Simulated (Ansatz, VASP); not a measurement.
**Cross-check of SiO2 between VASP and Ansatz**

Aim: how closely do two programs agree when they are given the same cell, functional and k mesh? The cell is taken from a series of runs on this material, whose earlier steps may have relaxed, scaled, displaced or heated it; both programs get it as it stands.

Main program and level: Ansatz 0.2.0; plane waves, with VASP 6.6.1 beside it; G0W0 gap at LDA.

## 1. The starting structure

It takes space group P4_32_12 (No. 96, tetragonal). The conventional cell has a = 4.736 Å, b = 4.736 Å, c = 6.465 Å, α = 90.00°, β = 90.00°, γ = 90.00°. Si has 4 O at 1.61 Å nearest. O has 2 Si at 1.61 Å nearest. Farther neighbours and most contacts between anions are not listed.

## 2. Ansatz: G0W0 gap, LDA

Ansatz runs on its PAW soft_1 files.

Quasiparticle shifts depend on high empty states and on the cores, so they are the hardest test of two PAW sets.

Contents of input.yaml:

```yaml
crystal:
  lattice:
    - [4.735584, 0.0, 0.0]
    - [0.0, 4.735584, 0.0]
    - [0.0, 0.0, 6.4645]
  atoms:
    - { symbol: Si, position: [0.8260209803, 0.8260209803, 0.5] }
    - { symbol: Si, position: [0.6739790197, 0.3260209803, 0.25] }
    - { symbol: Si, position: [0.1739790197, 0.1739790197, 0.0] }
    - { symbol: Si, position: [0.3260209803, 0.6739790197, 0.75] }
    - { symbol: O, position: [0.2722005854, 0.3447577913, 0.7966656359] }
    - { symbol: O, position: [0.1552422087, 0.7722005854, 0.5466656359] }
    - { symbol: O, position: [0.7277994146, 0.6552422087, 0.2966656359] }
    - { symbol: O, position: [0.8447577913, 0.2277994146, 0.0466656359] }
    - { symbol: O, position: [0.7722005854, 0.1552422087, 0.4533343641] }
    - { symbol: O, position: [0.6552422087, 0.7277994146, 0.7033343641] }
    - { symbol: O, position: [0.2277994146, 0.8447577913, 0.9533343641] }
    - { symbol: O, position: [0.3447577913, 0.2722005854, 0.2033343641] }
kpoints:
  mp_grid: { grid: [4, 4, 2] }
hamiltonian:
  xc: lda
  pseudopotentials: { kind: paw, azcp: { folder: soft_1 }, xc_functional: pbe }
scf:
  occupations: { method: fixed }
gw:
  n_empty_bands: 591
  ecut_chi: 140
  qp_bands: [v4, c4]
  qp_kpoints: band_edges
  screening: { model: contour_deformation }
```

Launch:

```console
$ ansatz run input.yaml --threads 4 --pin off --max-ram 138240MiB --backend cuda --events-out ev --progress --plain --runs-dir out --devices 1 --max-vram 26GiB
```

Numbers of over 12 decimals in the logs are rounded to 6 here.

What it wrote:

```text
GPUs: using 1 of 1 available (devices: 1).
Engine: ansatz 0.2.0, x86_64-unknown-linux-gnu
Pseudopotentials: kind: paw
Pseudopotential: Si, paw, valence charge 4, recommended cutoff 420 eV (normal), soft_1/Si.paw.azcp
Pseudopotential: O, paw, valence charge 6, recommended cutoff 420 eV (normal), soft_1/O.paw.azcp
Functional definition: SPW92
  exchange = slater_x
  correlation = pw_c
device memory: the entry about to start is reckoned to put 2.6 GiB on a device that reports 38.3 GiB free (of which the cap on the GPU budget leaves the run 26.0 GiB)
GPU FFT provider: cuFFT
GPU libraries: cuBLAS 13.8.2, cuFFT 12.4.0, cuSOLVER 12.3.4
Crystal: 12 atoms, lattice volume = 144.971 Å³
Basis set: ecut = 420 eV, 2805 PW (Γ)
Bands: 44, of which v1, the nominal top of the filled ones, is band 32 counted from 1 (31 counted from 0)
Symmetry: 8 space group operations
Space group: P43212 (ITA 96), of the structure as read, at distance tolerance 5.3e-5 Å
k-points: 12 of 32
Non-local potential: Si, projectors of the file, l = 0: 2, l = 1: 2, l = 2: 1
Non-local potential: O, projectors of the file, l = 0: 2, l = 1: 2, l = 2: 1
PAW form: soft (Blöchl's): semilocal exchange-correlation on the pseudo side does not see the compensation charge
PAW frozen core: Si, regenerated for the run's functional, and the local potential with it (the file was generated under x = pbe(κ = 0.804, μ = 0.219515), c = pbe(β = 0.066725))
PAW frozen core: O, regenerated for the run's functional, and the local potential with it (the file was generated under x = pbe(κ = 0.804, μ = 0.219515), c = pbe(β = 0.066725))
PAW one-centre angular grid: Si, 110 points (default); XC on 64 Gauss nodes
PAW one-centre angular grid: O, 110 points (default); XC on 64 Gauss nodes
Initial density: superposition of atomic densities (chi_scale 0.1, normalization cell, long waves kept (reshape's long-wave potential 0.01 eV rms))
Initial wavefunctions: pseudopotential atomic-orbital guess
GPU buffer pool allocated for 46080 grid points (all kernels)
GPU transforms: local potential and band sums: pruned to the plane-wave sphere, on 32×32×45
Functional: x = slater, c = lda
SCF iter   1: F=—  HF=-6896.808927 eV  |F-HF|=—  |Δ(HF+E_count)|=         —  Δρ=1.27e-1  dr2=2.06e1  ethr=3.10e-3  ⟨swp⟩=4.8  Hψ=2128  notcnv=0  defer=107
preconditioner: auto → Resta (q_TF=auto, 2.381 Å⁻¹)  ε∞=2.9  [insulator: Δε(μ)=7.204 eV  Ē_g=18.051 eV  n_scr=36 (ndim 8)  ℏωp=24.7 eV  f_vac=0.013  ε∞_Penn≈2.9]
SCF iter   2: F=—  HF=-6890.985092 eV  |F-HF|=—  |Δ(HF+E_count)|=    5.82e0  Δρ=4.35e-2  dr2=1.17e0  ethr=3.10e-3  ⟨swp⟩=3.2  Hψ=1206  notcnv=0  defer=101
SCF iter   3: F=—  HF=-6890.720614 eV  |F-HF|=—  |Δ(HF+E_count)|=   2.64e-1  Δρ=2.06e-2  dr2=3.48e-1  ethr=1.83e-3  ⟨swp⟩=1.9  Hψ=483  notcnv=0  defer=112
SCF iter   4: F=—  HF=-6890.639712 eV  |F-HF|=—  |Δ(HF+E_count)|=   8.09e-2  Δρ=1.46e-3  dr2=2.11e-3  ethr=5.44e-4  ⟨swp⟩=3.0  Hψ=864  notcnv=0  defer=117
SCF iter   5: F=—  HF=-6890.640918 eV  |F-HF|=—  |Δ(HF+E_count)|=   1.21e-3  Δρ=2.52e-4  dr2=1.32e-4  ethr=3.29e-6  ⟨swp⟩=2.0  Hψ=786  notcnv=0  defer=117
SCF iter   6: F=—  HF=-6890.640926 eV  |F-HF|=—  |Δ(HF+E_count)|=   7.85e-6  Δρ=5.91e-5  dr2=8.39e-6  ethr=2.06e-7  ⟨swp⟩=2.8  Hψ=808  notcnv=0  defer=117
SCF iter   7: F=—  HF=-6890.640927 eV  |F-HF|=—  |Δ(HF+E_count)|=   9.98e-7  Δρ=9.74e-6  dr2=1.93e-7  ethr=1.31e-8  ⟨swp⟩=2.8  Hψ=1006  notcnv=0  defer=105
SCF iter   8: F=-6890.640927 eV  HF=-6890.640927 eV  |F-HF|=1.54e-9  |Δ(HF+E_count)|=   3.07e-8  Δρ=1.68e-6  dr2=3.94e-9  ethr=1.56e-10  ⟨swp⟩=14.4  Hψ=2668  notcnv=0
SCF 1 converged in 8 iterations: F = -6890.640927 eV  dr2 = 3.94e-9
  greatest PAW one-centre occupation: 0.858 electrons in one spin orbital (limit 2), on the O atom at site 8 (counted from 0), in its partial waves of l = 0
device memory: the entry about to start is reckoned to put 3.3 GiB on a device that reports 38.3 GiB free (of which the cap on the GPU budget leaves the run 26.0 GiB)
NSCF: frozen V_eff on 12 k-points
the band table was solved once the SCF had ended and its energy, with any forces and stress, was formed, with the checks that follow a solve (2307 applications of the Hamiltonian). They found nothing against the state; the energy, forces and stress were not computed again (output.eigenvalues in the input reference)
device memory: the entry about to start is reckoned to put 10.9 GiB on a device that reports 38.3 GiB free (of which the cap on the GPU budget leaves the run 26.0 GiB)
NSCF: frozen V_eff on 12 k-points
G₀W₀ screening: q 1/12
[... further progress lines ...]
SCF converged after 8 iterations
Free energy (F): -6890.640927 eV
Harris-Foulkes:  -6890.640927 eV  (|F-HF|=1.54e-9)
Internal energy: -6890.640927 eV  (E = F + TS)
E sigma→0 (E₀):  -6890.640927 eV
Fermi energy:    2.607553 eV
--- Per-component energies (eV) ---
  E_band       = -272.260941
  E_kinetic    = 1550.720093
  E_local      = -3814.992298  (includes V_loc(G=0)·N_el)
[...]
--- G₀W₀: contour deformation, 6 samples at zero and on the imaginary axis and 2 off it, 32 q-points, 591 empty bands' worth ---
  eigenvalues of the whole cell's RPA ε∞ on this k-mesh (on a slab, of 1 + 4πα/V) = 2.4312, 2.4611, 2.4611; static W/v taken at q = 0 is 0.408690
  bands read: the sum over 623 bands ends inside a degenerate multiplet in 9 slots, whose members it reads at an even weight; the widest, k=11: bands 621 to 624 (counted from 1) at 3/4 each
  gw.qp_kpoints: band_edges: 11 of 12 stored k-points solved, in 1 pass; an edge of the gap read off the rows below is read off those points alone
    valence top: of the k-points left out ik 8 came nearest to being solved in a further pass, in band 32 (counted from 1, as in the quasiparticle table): it holds the edge there only if its correction is more favourable than any solved in that band by at least 0.512 eV; those differ by 0.060 eV
    conduction bottom: of the k-points left out ik 8 came nearest to being solved in a further pass, in band 33 (counted from 1, as in the quasiparticle table): it holds the edge there only if its correction is more favourable than any solved in that band by at least 2.513 eV; those differ by 0.407 eV
    ik  band        ε_KS         Σx   Σc(E_QP)       V_xc       Z   E_QP_lin       E_QP  E_QP is
     0    29      1.7536   -26.5200     4.2289   -20.6024  0.8029     0.0410     0.0650  root
     0    30      2.0408   -26.8649     4.2442   -20.9672  0.8023     0.3648     0.3874  root
     0    31      2.0408   -26.8649     4.2442   -20.9672  0.8023     0.3648     0.3874  root
     0    32      2.6076   -26.7569     4.1343   -21.0310  0.8039     0.9958     1.0160  root
     0    33      8.4030    -8.2699    -3.6220   -13.4095  0.8616     9.9321     9.9205  root
     0    34     11.2976    -6.3821    -4.1939   -12.3828  0.8576    13.1247    13.1044  root
     0    35     11.2976    -6.3821    -4.1939   -12.3828  0.8576    13.1247    13.1044  root
     0    36     11.8295    -6.0081    -4.1888   -12.0367  0.8579    13.6906    13.6693  root
     1    29      1.8222   -26.3938     4.2128   -20.4986  0.8028     0.1161     0.1399  root
     1    30      1.8222   -26.3938     4.2128   -20.4986  0.8028     0.1161     0.1399  root
     1    31      2.2164   -26.4359     4.1786   -20.6091  0.8032     0.5458     0.5683  root
     1    32      2.2164   -26.4359     4.1786   -20.6091  0.8032     0.5458     0.5683  root
     1    33      9.8729    -9.2489    -3.7246   -14.6813  0.8523    11.5970    11.5807  root
     1    34      9.8729    -9.2489    -3.7246   -14.6813  0.8523    11.5970    11.5807  root
     1    35     11.5580    -6.1119    -4.2212   -12.1630  0.8574    13.4088    13.3879  root
     1    36     11.5580    -6.1119    -4.2212   -12.1630  0.8574    13.4088    13.3879  root
     2    29      1.6419   -26.4860     4.2451   -20.5411  0.8023    -0.0825    -0.0579  root
     2    30      1.9703   -26.7281     4.2341   -20.8352  0.8022     0.2885     0.3114  root
     2    31      1.9840   -26.7190     4.2355   -20.8218  0.8025     0.2993     0.3222  root
     2    32      2.4264   -26.4855     4.1244   -20.7463  0.8038     0.7906     0.8116  root
     2    33      9.1412    -8.6633    -3.6482   -13.9074  0.8575    10.7507    10.7372  root
     2    34     11.4103    -6.4545    -4.0966   -12.3332  0.8573    13.2121    13.1925  root
     2    35     11.4719    -6.5873    -4.1777   -12.5858  0.8560    13.3136    13.2927  root
     2    36     11.8123    -7.7874    -4.2389   -13.9777  0.8512    13.7880    13.7636  root
[...]
11    29      2.1358   -26.5694     4.1684   -20.7692  0.8027     0.4821     0.5040  root
    11    30      2.1358   -26.5694     4.1684   -20.7692  0.8027     0.4821     0.5040  root
    11    31      2.1358   -26.5694     4.1684   -20.7692  0.8027     0.4821     0.5040  root
    11    32      2.1358   -26.5694     4.1684   -20.7692  0.8027     0.4821     0.5040  root
    11    33     11.7009    -8.3397    -4.1177   -14.3705  0.8474    13.6381    13.6140  root
    11    34     11.7009    -8.3397    -4.1177   -14.3705  0.8474    13.6381    13.6140  root
    11    35     11.7009    -8.3397    -4.1177   -14.3705  0.8474    13.6381    13.6140  root
    11    36     11.7009    -8.3397    -4.1177   -14.3705  0.8474    13.6381    13.6140  root
```

In the SCF lines HF is the Harris–Foulkes energy and dr2 the Hartree energy of the density residual, in eV; the loop may stop once dr2 is under the threshold and the program's other checks hold. Hψ counts applications of the Hamiltonian.

(Part 1 of 2 ends here.)

[Lines on the potential files, build, host, timing and source positions are cut from VASP's logs without a mark.]

[Logs are printed without paths, hosts, clocks, repeated set-up lines and the standing remarks that a program may print on its own settings, such as how far it seeks lower states.]

[Hosts, paths, dates, database ids (printed as entryN), source tags and the programs' standing remarks are cut or masked in the printed files.]
